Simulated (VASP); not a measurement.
A convergence study with VASP on NiSi2 (fluorite): one setting is varied, all else stays as given below, so the limit is that of these other settings. Each run relaxes cell and ions from the cell shown.

```xyz
3
Lattice="0.0000 2.7050 2.7050 2.7050 0.0000 2.7050 2.7050 2.7050 0.0000" Properties=species:S:1:pos:R:3 pbc="T T T"
Si     1.3525     1.3525     1.3525
Si     4.0575     4.0575     4.0575
Ni     0.0000     0.0000     0.0000
```

The numbers are results of PBEsol GGA, VASP's PBE PAW potentials (set 64) (plane waves; VASP 6.6.1), not measurements. The tightest run used: 550 eV cut-off, 14×14×14 Γ-centred mesh, first-order Methfessel-Paxton smearing of 0.10 eV, potentials Si Ni.

| setting | relaxed volume (Å³/atom) | E (eV/atom) | irreducible k-points |
|---|---|---|---|
| 2×2×2 mesh | 13.222 | -5.9369 | 3 |
| 3×3×3 mesh | 12.897 | -6.2217 | 4 |
| 4×4×4 mesh | 13.146 | -6.2853 | 8 |

Question: These are the cheaper rows. Estimate the results at 14×14×14 mesh, and how far the last row shown lies from them.

Answer: 
| quantity | tightest run | last row shown is off by |
|---|---|---|
| relaxed volume (Å³/atom) | 13.070 | 0.075 |
| E (eV/atom) | -6.3271 | 0.0419 |

Left out are rungs that failed or repeat a setting and relaxations that didn't move; long series are thinned to 24 rows.

The compound is NiSi2 in the fluorite structure. The run is not spin-polarised, so no magnetic state was tried.
